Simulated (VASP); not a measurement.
OSZICAR of a VASP run on NiSi63:

### OSZICAR
```
       N       E                     dE             d eps       ncg     rms          rms(c)
DAV:   1    -0.401706748867E+03   -0.40171E+03   -0.12713E+01   868   0.122E+01    0.195E+01
DAV:   2    -0.401990587828E+03   -0.28384E+00   -0.32886E+00   840   0.152E+01    0.135E+01
DAV:   3    -0.402328597946E+03   -0.33801E+00   -0.80450E+00   784   0.215E+01    0.104E+01
DAV:   4    -0.402515296261E+03   -0.18670E+00   -0.11062E+01   774   0.269E+01    0.114E+01
DAV:   5    -0.404415293274E+03   -0.19000E+01   -0.31074E+01   766   0.402E+01    0.155E+01
DAV:   6    -0.405161787702E+03   -0.74649E+00   -0.44406E+01   822   0.481E+01    0.272E+01
DAV:   7    -0.425065405258E+03   -0.19904E+02   -0.19930E+02   838   0.730E+01    0.530E+01
DAV:   8    -0.406859842331E+03    0.18206E+02   -0.19675E+02   777   0.412E+01    0.512E+01
DAV:   9    -0.471001797138E+03   -0.64142E+02   -0.43994E+02   808   0.101E+02    0.118E+02
DAV:  10    -0.392874995283E+03    0.78127E+02   -0.37192E+02   718   0.327E+01    0.576E+01
DAV:  11    -0.403077734065E+03   -0.10203E+02   -0.39906E+01   782   0.134E+01    0.362E+01
DAV:  12    -0.407264169752E+03   -0.41864E+01   -0.63903E+01   766   0.572E+01    0.191E+01
DAV:  13    -0.407971855237E+03   -0.70769E+00   -0.80479E+01   822   0.624E+01    0.448E+01
DAV:  14    -0.458223752269E+03   -0.50252E+02   -0.38739E+02   806   0.972E+01    0.984E+01
DAV:  15    -0.394848101163E+03    0.63376E+02   -0.31585E+02   729   0.333E+01    0.491E+01
DAV:  16    -0.402095252491E+03   -0.72472E+01   -0.28013E+01   862   0.278E+01    0.267E+01
DAV:  17    -0.403118787946E+03   -0.10235E+01   -0.22326E+01   830   0.327E+01    0.233E+01
DAV:  18    -0.407866986445E+03   -0.47482E+01   -0.51715E+01   774   0.487E+01    0.192E+01
DAV:  19    -0.407786397069E+03    0.80589E-01   -0.81878E+01   790   0.609E+01    0.430E+01
DAV:  20    -0.457194652850E+03   -0.49408E+02   -0.38360E+02   790   0.973E+01    0.998E+01
DAV:  21    -0.394995728604E+03    0.62199E+02   -0.31327E+02   740   0.336E+01    0.468E+01
DAV:  22    -0.402418503007E+03   -0.74228E+01   -0.32480E+01   862   0.306E+01    0.250E+01
DAV:  23    -0.403539050490E+03   -0.11205E+01   -0.27244E+01   822   0.411E+01    0.246E+01
DAV:  24    -0.411137545346E+03   -0.75985E+01   -0.78179E+01   774   0.534E+01    0.240E+01
DAV:  25    -0.409427268953E+03    0.17103E+01   -0.10381E+02   790   0.694E+01    0.510E+01
DAV:  26    -0.480425330287E+03   -0.70998E+02   -0.40092E+02   832   0.104E+02    0.126E+02
DAV:  27    -0.392319756600E+03    0.88106E+02   -0.36380E+02   750   0.336E+01    0.569E+01
DAV:  28    -0.405161770001E+03   -0.12842E+02   -0.57411E+01   819   0.230E+01    0.395E+01
DAV:  29    -0.417600067148E+03   -0.12438E+02   -0.14809E+02   766   0.696E+01    0.299E+01
DAV:  30    -0.409470088601E+03    0.81300E+01   -0.16491E+02   782   0.475E+01    0.563E+01
DAV:  31    -0.483654683632E+03   -0.74185E+02   -0.43782E+02   867   0.101E+02    0.125E+02
DAV:  32    -0.392034631508E+03    0.91620E+02   -0.37801E+02   734   0.334E+01    0.635E+01
DAV:  33    -0.407788225283E+03   -0.15754E+02   -0.71716E+01   827   0.310E+01    0.483E+01
DAV:  34    -0.436562363153E+03   -0.28774E+02   -0.30012E+02   774   0.887E+01    0.554E+01
DAV:  35    -0.400680216032E+03    0.35882E+02   -0.24723E+02   739   0.346E+01    0.515E+01
DAV:  36    -0.432616506624E+03   -0.31936E+02   -0.22335E+02   766   0.754E+01    0.471E+01
DAV:  37    -0.403674958916E+03    0.28942E+02   -0.22785E+02   800   0.387E+01    0.546E+01
DAV:  38    -0.451532137415E+03   -0.47857E+02   -0.35675E+02   774   0.917E+01    0.761E+01
DAV:  39    -0.396457329115E+03    0.55075E+02   -0.28935E+02   710   0.336E+01    0.532E+01
DAV:  40    -0.406777220904E+03   -0.10320E+02   -0.75583E+01   830   0.439E+01    0.240E+01
DAV:  41    -0.408689794708E+03   -0.19126E+01   -0.81111E+01   816   0.656E+01    0.491E+01
DAV:  42    -0.466258475607E+03   -0.57569E+02   -0.38878E+02   830   0.988E+01    0.107E+02
DAV:  43    -0.393779726713E+03    0.72479E+02   -0.34142E+02   755   0.334E+01    0.550E+01
DAV:  44    -0.401344440209E+03   -0.75647E+01   -0.21318E+01   846   0.136E+01    0.322E+01
DAV:  45    -0.401604853101E+03   -0.26041E+00   -0.21513E+00   883   0.497E+00    0.197E+01
DAV:  46    -0.401675444847E+03   -0.70592E-01   -0.31183E-01   843   0.270E+00    0.116E+01
DAV:  47    -0.401700577902E+03   -0.25133E-01   -0.10853E-01   891   0.153E+00    0.703E+00
DAV:  48    -0.401700492703E+03    0.85199E-04   -0.11273E-01   899   0.249E+00    0.400E+00
DAV:  49    -0.401703363353E+03   -0.28706E-02   -0.10813E-01   776   0.326E+00    0.278E+00
DAV:  50    -0.401708942744E+03   -0.55794E-02   -0.20303E-01   768   0.406E+00
   1 F= -.40170894E+03 E0= -.40170894E+03  d E =-.884096E-14  mag=    -1.0126
```

**Question.** Which electronic solver shows in the log?

**Answer.** It is blocked Davidson (ALGO = Normal, or the opening steps of other solvers). The INCAR had ALGO = Normal.

**Question.** How was spin treated?

**Answer.** Collinear spin (ISPIN = 2): the summary line carries one mag value, -1.01 μB in the cell.

**Question.** Can the final energy be trusted as converged?

**Answer.** The run did not converge; its last values are not results. It stopped with EDIFF = 1E-5, NELM = 50 (HSE06 screened hybrid, plane waves, VASP's PBE PAW potentials (set 64)). The cell is charged, with a uniform compensating background. The supercell is sampled at Γ alone, which is coarse: total energies, pressure and levels can be off, energies of defects by several tenths of an eV.

The cell is a supercell with a defect, built from Si (diamond): Ni_Si, charge +1. The cell's shape comes from a PBE relaxation.
